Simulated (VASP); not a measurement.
Here is a VASP 6.6.1 calculation.

File POSCAR:

```
SiBr2ClF
1.0
   12.0000000000      0.0000000000      0.0000000000
    0.0000000000     12.0000000000      0.0000000000
    0.0000000000      0.0000000000     12.0000000000
F Si Cl Br
1 1 1 2
Direct
    0.5778791700      0.3930333300      0.6063291700
    0.5105791700      0.4776916700      0.5316125000
    0.3805125000      0.5346416700      0.6217208300
    0.4521291700      0.3891750000      0.3839458300
    0.6216541700      0.6143250000      0.4863458300
```

The input INCAR.step1:

```
  PREC = Accurate
  ENCUT = 520
  EDIFF = 1E-5
  ISMEAR = 0
  SIGMA = 0.01
  LREAL = False
  LASPH = True
  NELM = 80
  ALGO = Normal
  ISIF = 2
  LWAVE = True
  LCHARG = False
  NBANDS = 24
  GGA = PE
```

Contents of INCAR.step2:

```
  PREC = Accurate
  ENCUT = 520
  EDIFF = 1E-6
  ISMEAR = 0
  SIGMA = 0.01
  LREAL = False
  LASPH = True
  NELM = 80
  ALGO = Normal
  ISIF = 2
  LWAVE = False
  LCHARG = False
  GGA = B3
  LHFCALC = True
  AEXX = 0.2
  AGGAX = 0.72
  AGGAC = 0.81
  ALDAC = 0.19
  PRECFOCK = Fast
  IVDW = 2
  NBANDS = 24
  ISTART = 1
```

The input KPOINTS:

```
Automatic mesh
0
Gamma
  1 1 1
```

Potentials or basis: VASP PAW PBE potentials, release 64 (F, Si, Cl, Br).

The run is started by

```bash
$ cat potpaw_PBE.64/F/POTCAR potpaw_PBE.64/Si/POTCAR potpaw_PBE.64/Cl/POTCAR potpaw_PBE.64/Br/POTCAR > POTCAR
$ cp INCAR.step1 INCAR
$ mpirun -np 1 vasp_gam > vasp.out
$ cp INCAR.step2 INCAR
$ mpirun -np 1 vasp_gam > vasp.out
```

(1) What does it give for the largest force?

(2) Estimate the dispersion energy per atom.

(3) Estimate the gap between the frontier levels.

## Answers

(1) 0.478 eV/Å.

(2) -0.025 eV.

(3) 7.16 eV.

Caveat: the PAW data sets were made with another functional, which shifts forces and pressure a little.
